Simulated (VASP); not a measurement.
Wanted: the native input for a VASP 6.6.1 run.

```yaml
Task: single point
Functional: r2SCAN
Potentials_or_basis: VASP PAW PBE potentials, release 64 (Si)
Cutoff: 520 eV
k_mesh: 8 × 8 × 8
Occupations: gaussian, width 0.02 eV
Spin: no spin polarisation
Dipole_correction: no
Further_INCAR_settings: ALGO = Normal; EDIFF = 1e-07; NBANDS = 11
```

Si:

```xyz
2
Lattice="0.0000 2.7221 2.7221 2.7221 0.0000 2.7221 2.7221 2.7221 0.0000" Properties=species:S:1:pos:R:3 pbc="T T T"
Si    4.0832    4.0832    4.0832
Si    2.7221    2.7221    2.7221
```

One way to write it, as run:

POSCAR

```
Si
1.0
    0.0000000000      2.7221156830      2.7221156830
    2.7221156830      0.0000000000      2.7221156830
    2.7221156830      2.7221156830      0.0000000000
Si
2
Direct
    0.7500000000      0.7500000000      0.7500000000
    0.5000000000      0.5000000000      0.5000000000
```

INCAR.step1

```
SYSTEM = Si
PREC = Accurate
ENCUT = 520
ISMEAR = 0
SIGMA = 0.02
LREAL = .False.
LASPH = .True.
NELM = 100
NBANDS = 11
GGA = PE
ALGO = Normal
EDIFF = 1E-4
LWAVE = .True.
LCHARG = .False.
```

INCAR.step2

```
SYSTEM = Si
PREC = Accurate
ENCUT = 520
EDIFF = 1E-7
ISMEAR = 0
SIGMA = 0.02
LREAL = .False.
LASPH = .True.
NELM = 100
ALGO = Normal
ISIF = 2
LWAVE = .False.
LCHARG = .False.
METAGGA = R2SCAN
LMIXTAU = .True.
NBANDS = 11
ISTART = 1
```

KPOINTS

```
regular mesh
0
Gamma
  8 8 8
  0 0 0
```

Potentials or basis: VASP PAW PBE potentials, release 64 (Si).

Run with:

```sh
$ cat potpaw_PBE.64/Si/POTCAR > POTCAR
$ cp INCAR.step1 INCAR
$ mpirun -np 1 vasp_std > vasp.out
$ cp INCAR.step2 INCAR
$ mpirun -np 1 vasp_std > vasp.out
```

Results of the run:

* Pressure: -0.2 GPa
* Band gap on the k mesh: 0.83 eV, indirect (least direct gap 2.75 eV)

Caveat: the PAW data sets were made with another functional, which shifts forces and pressure a little.

Wall time 35 s on 1 thread of Intel(R) Xeon(R) Platinum 8559C (Emerald Rapids), on a shared host, peak memory 0.16 GiB.
